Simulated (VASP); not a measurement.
Output of a VASP run:

**OUTCAR**
```
 ion  position               nearest neighbor table
   1  0.222  0.111  0.248-  36 1.95  49 1.98  37 1.98  45 1.99  16 3.21  10 3.22   2 3.23   5 3.24
                             9 3.24  13 3.24  14 3.25  24 3.25  32 3.26  12 3.26   4 3.27
   2  0.111  0.222  1.000-  61 1.98  38 1.98  42 1.98  37 1.98   7 3.22   1 3.23  26 3.23  25 3.23
                             5 3.23   3 3.23  24 3.24  33 3.24   6 3.25  10 3.25  17 3.25  14 3.25
   3  0.220  0.111  0.749-  51 1.95  39 1.97  47 1.98  38 2.00  12 3.21   4 3.21  34 3.22  26 3.22
                            14 3.23   2 3.23  10 3.24   7 3.24  11 3.25  15 3.29  18 3.29
   4  0.111  0.224  0.501-  36 1.94  40 1.97  39 1.98  59 1.99  19 3.19   3 3.21  26 3.23   7 3.23
                            27 3.24   5 3.24   8 3.24  24 3.25  35 3.26  12 3.27   1 3.27
   5  0.222  0.444  0.250-  37 1.98  52 1.98  41 1.99  40 1.99   6 3.23   2 3.23  20 3.24   4 3.24
                             1 3.24  24 3.24  16 3.24  17 3.24   8 3.25  28 3.25  19 3.25   9 3.25
   6  0.112  0.556  0.001-  41 1.98  46 1.98  42 1.98  65 1.98   9 3.22  28 3.23   5 3.23   7 3.23
                            30 3.23  29 3.24  17 3.24  11 3.24  21 3.24  10 3.24  25 3.25   2 3.25
   7  0.221  0.444  0.752-  42 1.98  54 1.98  39 1.98  43 1.98  19 3.19  17 3.22   2 3.22  30 3.22
                             6 3.23   4 3.23  26 3.24   3 3.24  11 3.24   8 3.25  18 3.26  22 3.26
   8  0.112  0.557  0.500-  40 1.97  63 1.97  44 1.97  43 1.98  31 3.20  19 3.20  23 3.23  12 3.23
                            11 3.23   9 3.23   4 3.24  27 3.24  30 3.25   7 3.25  28 3.25   5 3.25
   9  0.223  0.778  0.250-  41 1.98  45 1.98  56 1.98  44 1.99   6 3.22   8 3.23  21 3.24  10 3.24
                            23 3.24  12 3.24   1 3.24  13 3.24  20 3.24  32 3.24  28 3.25   5 3.25
  10  0.111  0.889  1.000-  38 1.98  69 1.98  45 1.98  46 1.98   1 3.22  34 3.22  11 3.23  29 3.23
                             9 3.24  32 3.24   3 3.24   6 3.24  14 3.24  33 3.24  21 3.25   2 3.25
  11  0.222  0.778  0.751-  46 1.98  43 1.98  47 1.98  58 1.98  12 3.22  23 3.22  10 3.23  21 3.23
                             8 3.23   6 3.24   7 3.24  30 3.24  34 3.24  22 3.25  15 3.25   3 3.25
  12  0.114  0.890  0.501-  36 1.94  44 1.97  47 1.97  67 2.02  23 3.20   3 3.21  11 3.22   8 3.23
                             9 3.24  34 3.24  31 3.26   1 3.26   4 3.27  35 3.27  32 3.27
  13  0.555  0.111  0.248-  48 1.95  49 1.98  60 1.98  56 1.99  16 3.21  21 3.22  25 3.22  28 3.24
                             9 3.24   1 3.24  14 3.24  24 3.25  20 3.26  23 3.26  27 3.27
  14  0.444  0.221  0.997-  50 1.98  38 1.98  49 1.98  53 1.99  16 3.21  15 3.23   3 3.23  18 3.24
                            10 3.24  21 3.24  13 3.24   1 3.25  25 3.25   2 3.25  17 3.26  29 3.26
  15  0.558  0.111  0.749-  51 1.95  62 1.97  58 1.98  50 2.00  23 3.21  27 3.21  22 3.22  26 3.22
                            14 3.23  25 3.24  21 3.24  30 3.24  11 3.25  18 3.29   3 3.29
  16  0.553  0.440  0.246-  49 1.97  71 1.99  52 2.00  64 2.00  14 3.21  13 3.21   1 3.21  17 3.23
                            29 3.23  28 3.24   5 3.24  20 3.27  32 3.27  31 3.35  19 3.35
  17  0.444  0.556  0.999-  52 1.97  57 1.98  53 1.98  42 1.98   7 3.22  18 3.22  22 3.23  16 3.23
                            20 3.23  21 3.23   6 3.24   5 3.24  33 3.24   2 3.25  29 3.26  14 3.26
  18  0.558  0.449  0.750-  51 1.94  54 1.98  66 1.98  53 2.00  19 3.20  31 3.20  17 3.22  22 3.23
                            34 3.23  29 3.23  14 3.24  30 3.26   7 3.26  15 3.29   3 3.29
  19  0.438  0.553  0.505-  54 1.97  40 1.97  71 1.99  55 2.01   7 3.19   4 3.19  18 3.20   8 3.20
                            22 3.22   5 3.25  23 3.26  35 3.29  20 3.29  31 3.34  16 3.35
  20  0.555  0.776  0.250-  52 1.98  68 1.98  56 1.99  55 1.99  17 3.23  33 3.23   5 3.24  21 3.24
                            35 3.24   9 3.24  32 3.25  24 3.26  13 3.26  23 3.27  16 3.27  19 3.29
  21  0.445  0.889  1.000-  50 1.98  57 1.98  56 1.98  46 1.98  13 3.22  22 3.22  11 3.23  17 3.23
                             9 3.24  20 3.24   6 3.24  14 3.24  15 3.24  33 3.24  10 3.25  25 3.25
  22  0.556  0.779  0.751-  54 1.97  57 1.98  58 1.98  70 1.98  19 3.22  15 3.22  21 3.22  18 3.23
                            17 3.23  26 3.23  33 3.24  23 3.24  35 3.24  11 3.25  34 3.25   7 3.26
  23  0.443  0.890  0.501-  48 1.94  44 1.97  58 1.97  55 2.02  12 3.20  15 3.21  11 3.22   8 3.23
                            22 3.24   9 3.24  19 3.26  13 3.26  27 3.27  35 3.27  20 3.27
  24  0.889  0.111  0.250-  37 1.99  60 1.99  68 1.99  59 1.99  33 3.23  35 3.23  25 3.24   2 3.24
                             5 3.24  28 3.24  13 3.25   1 3.25  27 3.25   4 3.25  32 3.26  20 3.26
  25  0.779  0.222  1.000-  61 1.98  60 1.98  65 1.98  50 1.98  30 3.22  13 3.22  26 3.23   2 3.23
                            28 3.23  15 3.24  24 3.24  33 3.24   6 3.25  21 3.25  14 3.25  29 3.25
  26  0.889  0.111  0.750-  39 1.98  62 1.98  61 1.98  70 1.98   3 3.22  15 3.22   4 3.23  27 3.23
                            25 3.23   2 3.23  34 3.23  22 3.23  33 3.24  30 3.24   7 3.24  35 3.24
  27  0.779  0.224  0.501-  48 1.94  63 1.98  62 1.98  59 1.99  31 3.20  15 3.21  26 3.23  30 3.23
                             4 3.24  28 3.24   8 3.24  24 3.25  35 3.26  23 3.27  13 3.27
  28  0.888  0.444  0.250-  60 1.98  64 1.98  41 1.99  63 1.99   6 3.23  25 3.23  32 3.24  27 3.24
                            13 3.24  24 3.24  16 3.24  29 3.24   8 3.25   5 3.25  31 3.25   9 3.25
  29  0.779  0.557  0.999-  64 1.97  69 1.98  53 1.98  65 1.98  30 3.22  34 3.23  18 3.23  16 3.23
                            32 3.23  10 3.23   6 3.24  28 3.24  33 3.24  25 3.25  17 3.26  14 3.26
  30  0.890  0.444  0.752-  65 1.98  66 1.98  62 1.98  43 1.98  31 3.19  29 3.22  25 3.22   7 3.22
                            27 3.23   6 3.23  26 3.24  15 3.24  11 3.24   8 3.25  18 3.26  34 3.26
  31  0.782  0.553  0.505-  66 1.97  63 1.97  71 1.99  67 2.01  30 3.19  27 3.20   8 3.20  18 3.20
                            34 3.22  28 3.25  12 3.26  35 3.28  32 3.28  19 3.34  16 3.35
  32  0.888  0.776  0.250-  64 1.98  68 1.98  45 1.99  67 1.99  29 3.23  33 3.23  28 3.24  10 3.24
                            35 3.24   9 3.24  20 3.25   1 3.26  24 3.26  12 3.27  16 3.27  31 3.28
  33  0.778  0.889  0.001-  61 1.98  69 1.98  57 1.98  68 1.99  24 3.23  32 3.23  20 3.23  34 3.23
                            22 3.24  26 3.24   2 3.24  25 3.24  21 3.24  10 3.24  29 3.24  17 3.24
  34  0.890  0.779  0.751-  66 1.97  69 1.98  47 1.98  70 1.98   3 3.22  31 3.22  10 3.22  29 3.23
                            18 3.23  26 3.23  33 3.23  12 3.24  35 3.24  11 3.24  22 3.25  30 3.26
  35  0.778  0.889  0.500-  59 1.98  70 1.99  67 1.99  55 1.99  24 3.23  32 3.24  20 3.24  34 3.24
                            22 3.24  26 3.24   4 3.26  27 3.26  23 3.27  12 3.27  31 3.28  19 3.29
  36  0.202  0.102  0.432-  12 1.94   4 1.94   1 1.95
  37  0.111  0.222  0.187-   5 1.98   2 1.98   1 1.98  24 1.99
  38  0.221  0.111  0.938-  10 1.98   2 1.98  14 1.98   3 2.00
  39  0.111  0.223  0.689-   3 1.97   4 1.98   7 1.98  26 1.98
  40  0.220  0.444  0.438-   8 1.97  19 1.97   4 1.97   5 1.99
  41  0.111  0.556  0.189-   6 1.98   9 1.98   5 1.99  28 1.99
  42  0.221  0.445  0.939-   7 1.98   2 1.98   6 1.98  17 1.98
  43  0.112  0.557  0.688-  11 1.98   8 1.98   7 1.98  30 1.98
  44  0.223  0.778  0.438-  12 1.97  23 1.97   8 1.97   9 1.99
...
```

File OSZICAR:
```
       N       E                     dE             d eps       ncg     rms          rms(c)
DAV:   1    -0.424380903942E+03   -0.42438E+03   -0.12873E-06   528   0.298E-03    0.112E-03
RMM:   2    -0.424380903904E+03    0.38301E-07   -0.30421E-07   388   0.126E-03    0.806E-04
RMM:   3    -0.424380903894E+03    0.92241E-08   -0.36679E-08   201   0.541E-04    0.401E-04
RMM:   4    -0.424380903887E+03    0.70777E-08   -0.37541E-08   195   0.547E-04
   1 F= -.42438090E+03 E0= -.42437096E+03  d E =-.198928E-01  mag=     3.0000
```

File OUTCAR:
```
------------------------ aborting loop because EDIFF is reached ----------------------------------------
  FORCE on cell =-STRESS in cart. coord.  units (eV):
  Direction    XX          YY          ZZ          XY          YZ          ZX
  --------------------------------------------------------------------------------------
  Total      -14.5263024    -13.5840918    -16.8377932     -0.4171871      0.5225438      0.7863194
  in kB      -26.8538230    -25.1120201    -31.1269245     -0.7712264      0.9659925      1.4536171
  external PRESSURE =     -27.6975892 kB  Pullay stress =       0.0000000 kB
  volume of cell :      866.68
      direct lattice vectors                 reciprocal lattice vectors
     4.868317893 -8.432173817  0.000000000     0.102704879 -0.059296690  0.000000000
     4.868317893  8.432173817  0.000000000     0.102704879  0.059296690  0.000000000
     0.000000000  0.000000000 10.556283981     0.000000000  0.000000000  0.094730305
 POSITION                                       TOTAL-FORCE (eV/Angst)
 -----------------------------------------------------------------------------------
      1.62297     -0.93869      2.61708         0.000423     -0.003227     -0.007002
      1.62021      0.94240     10.55276         0.002538     -0.000330      0.010847
      1.60843     -0.91786      7.90666         0.008370     -0.002123     -0.002525
      1.63339      0.94914      5.29208        -0.003633      0.003131      0.001314
      3.24200      1.86785      2.63677        -0.003117      0.002868     -0.000849
      3.25180      3.75031      0.01451         0.002637      0.000152      0.004649
      3.23923      1.88364      7.93471        -0.008680     -0.000658     -0.000587
      3.25985      3.75558      5.28222         0.000596     -0.005768     -0.006724
      4.87161      4.68542      2.63752        -0.004253      0.000030     -0.003817
      4.86777      6.55883     10.55191        -0.003060      0.003258     -0.016558
      4.87091      4.68615      7.92502         0.010013      0.004161      0.000853
      4.88757      6.54260      5.29211        -0.001249      0.013611      0.006257
      3.24511     -3.74745      2.61638        -0.007281      0.006233     -0.010774
      3.23971     -1.87811     10.52055         0.000633      0.002237     -0.001619
      3.25453     -3.76890      7.90628        -0.006778     -0.015301      0.009274
      4.83475     -0.95761      2.59235        -0.001241      0.001640      0.001684
      4.87253      0.94540     10.54430         0.001929     -0.001052      0.003279
      4.90099     -0.91833      7.91316         0.004622     -0.001766      0.008032
      4.82703      0.96693      5.33021        -0.009664      0.003279     -0.006520
      6.47890      1.86686      2.63433        -0.001766     -0.002996      0.005346
      6.49198      3.74511     10.55210         0.000455     -0.004631     -0.020370
      6.50241      1.88098      7.92283         0.016819      0.009413      0.011308
      6.48694      3.76953      5.29150        -0.010446      0.002458     -0.003009
      4.86798     -6.55901      2.63938        -0.007505      0.001025     -0.000006
      4.87265     -4.68998     10.55308         0.001075     -0.003616     -0.005694
      4.86746     -6.55874      7.91821        -0.000570     -0.003138     -0.000764
      4.88391     -4.68127      5.29138         0.004638     -0.002718      0.002552
      6.48587     -3.74861      2.63610         0.004106     -0.006778     -0.001320
      6.50247     -1.87600     10.54448        -0.000989      0.000701     -0.000248
      6.49625     -3.75846      7.93407         0.003768      0.009023     -0.001283
      6.50008     -1.92509      5.32894        -0.003171     -0.000188      0.007461
      8.10340     -0.94467      2.63467        -0.003724      0.003948      0.001504
      8.11741      0.93797      0.00754        -0.002329     -0.002686     -0.010240
      8.12628     -0.93040      7.92310         0.001490     -0.004610     -0.007624
      8.11180      0.93541      5.27288         0.000917     -0.000818      0.004621
      1.48236     -0.84438      4.56379        -0.002250     -0.008057      0.002055
      1.62221      0.94051      1.97775         0.000540     -0.003280     -0.000701
      1.61252     -0.92877      9.90309        -0.000508     -0.001809      0.002443
      1.62571      0.94990      7.26950         0.007605      0.003246     -0.000272
      3.23349      1.89549      4.62559         0.004301     -0.002312      0.001797
      3.24883      3.74791      1.99431        -0.002669      0.002120     -0.001318
      3.24200      1.88096      9.91028         0.003350     -0.001190     -0.001104
      3.25301      3.75158      7.26563        -0.002771      0.002080     -0.007644
      4.87280      4.68678      4.62537         0.000840     -0.003772     -0.001215
      4.86169      6.55395      1.97793        -0.001674      0.005312      0.004013
      4.86809      4.68377      9.90496         0.006314     -0.000237      0.009861
      4.87187      6.55725      7.26639         0.000034     -0.004104     -0.000979
      3.25440     -3.91721      4.56298         0.003083      0.004335      0.001360
      3.22260     -1.88760      1.94819         0.000037     -0.001276     -0.001516
      3.24763     -3.76153      9.90300         0.002776     -0.000897      0.002723
      3.25938     -1.86565      7.49922        -0.002215      0.002647     -0.000374
      4.86182      0.94123      1.96223        -0.002365      0.002411      0.001502
      4.87845     -0.93260      9.90954         0.003700      0.004612     -0.003814
      4.87028      0.96532      7.30046        -0.000268     -0.002784     -0.000214
      6.47897      1.86681      4.62660         0.002462      0.000361     -0.002953
      6.48496      3.74224      1.97778        -0.001957     -0.001403      0.008509
...
```
(Selected blocks of OUTCAR.)

File POSCAR:
```
Ga35CN35
1
    4.8683178927    -8.4321738171     0.0000000000
    4.8683178927     8.4321738171     0.0000000000
    0.0000000000     0.0000000000    10.5562839806
Ga N C
35 35 1
Direct
  0.2223480397   0.1110252401   0.2479170696
  0.1105217510   0.2222844373   0.9996666318
  0.2196193583   0.1107677927   0.7490001186
  0.1114765377   0.2240380744   0.5013206573
  0.2222117399   0.4437261645   0.2497815788
  0.1115947673   0.5563564249   0.0013743445
  0.2209913681   0.4443788664   0.7516576375
  0.1121089554   0.5574961201   0.5003859756
  0.2225083724   0.7781680600   0.2498534179
  0.1110269432   0.8888603352   0.9995854430
  0.2223932956   0.7781395941   0.7507391350
  0.1140224865   0.8899316651   0.5013229310
  0.5554998165   0.1110769297   0.2478505702
  0.4440999109   0.2213680881   0.9966150649
  0.5577396015   0.1107727310   0.7489643735
  0.5533358017   0.4397690134   0.2455738394
  0.4443735325   0.5564916560   0.9988652010
  0.5578090063   0.4489012187   0.7496158684
  0.4384240086   0.5530959016   0.5049328493
  0.5547164030   0.7761136654   0.2495504862
  0.4446853471   0.8888301730   0.9996040793
  0.5562936468   0.7793657675   0.7505321204
  0.4427190224   0.8897608177   0.5012652914
  0.8888925743   0.1110373809   0.2500293518
  0.7785452764   0.2223445247   0.9996966679
  0.8888231717   0.1109999362   0.7500948164
  0.7791848691   0.2240177091   0.5012539268
  0.8884103551   0.4438499719   0.2497186092
  0.7790760272   0.5565948026   0.9988816169
  0.8900608383   0.4443318303   0.7515964904
  0.7817416394   0.5534384682   0.5048120051
  0.8882747407   0.7762436434   0.2495833468
  0.7780791722   0.8893156168   0.0007141457
  0.8897782288   0.7794383643   0.7505578338
  0.7776550361   0.8885879043   0.4995011552
  0.2023144024   0.1021769104   0.4323293169
  0.1108396866   0.2223782527   0.1873524674
  0.2206866823   0.1105404498   0.9381231201
  0.1106429290   0.2232943569   0.6886423079
  0.2196991096   0.4444914952   0.4381831161
  0.1114316489   0.5559094976   0.1889217801
  0.2214350528   0.4445041360   0.9388036135
  0.1116436400   0.5565566709   0.6882757249
  0.2225497022   0.7783707432   0.4381624474
  0.1106920978   0.8879469130   0.1873700528
  0.2222443603   0.7777088489   0.9382996292
  0.1115422735   0.8891881624   0.6883472682
  0.5665200478   0.1019649083   0.4322527179
  0.4429048589   0.2190476074   0.1845526575
  0.5565935235   0.1105007630   0.9381139877
  0.4453810820   0.2241278154   0.7104036637
  0.4435212104   0.5551443458   0.1858824568
  0.5563404709   0.4457406910   0.9387335668
  0.4429611884   0.5574417264   0.6915746205
  0.5547260922   0.7761178976   0.4382791126
  0.4441340639   0.8879391511   0.1873552819
  0.5562142807   0.7785768315   0.9380913476
  0.4442776341   0.8891111310   0.6883113987
  0.8886230457   0.1105740873   0.4383502146
  0.7783700675   0.2224774320   0.1873372603
  0.8887788653   0.1108262780   0.9378721953
  0.7792636946   0.2232719885   0.6886201715
  0.8915375755   0.4445467996   0.4381253924
  0.7786169211   0.5553263709   0.1858737156
  0.8898838074   0.4445539250   0.9387495852
  0.7812072532   0.5575035887   0.6914937298
  0.8884221512   0.7764636442   0.4382741198
  0.7775133600   0.8882804502   0.1889222836
  0.8892243838   0.7786473999   0.9380424632
  0.7779223235   0.8891401155   0.6876070417
  0.5652648712   0.4636087253   0.4327565204
```

### Question
Reconstruct the remaining input files.

### Answer
Several could match; the one computed here: the input of the run itself, PBE GGA, plane waves, VASP's PBE PAW potentials (set 64).

File KPOINTS:
```
Automatic mesh
0
Gamma
1 1 1
0 0 0
```

**INCAR**
```
SYSTEM  =  Ga35CN35
PREC  =  Normal; ENCUT  =  400; LREAL  =  Auto
LASPH  =  .TRUE.; ISYM  =  0; NELECT  =  283.0
EDIFF  =  1E-6; NELM  =  100; NELMIN  =  4
ALGO  =  Fast; LMAXMIX  =  4
ISMEAR  =  0; SIGMA  =  0.05
GGA  =  PE
ISPIN  =  2; MAGMOM  =  71*0.0423; NUPDOWN  =  3
LWAVE  =  .TRUE.; LCHARG  =  .FALSE.; LORBIT  =  11
LHYPERFINE  =  .TRUE.
```

POTCAR, in this order: Ga N C (PBE.64 set). Program: vasp_gam. Read from the step before: WAVECAR.

At this cut-off the stress carries a Pulay error, which pulls relaxed volumes low. The cell is charged, with a uniform compensating background.  The supercell is sampled at Γ alone, which is coarse: total energies, pressure and levels can be off, energies of defects by several tenths of an eV.

The cell is a supercell with a defect, built from GaN (wurtzite): C_N-vac_Ga, charge +1.
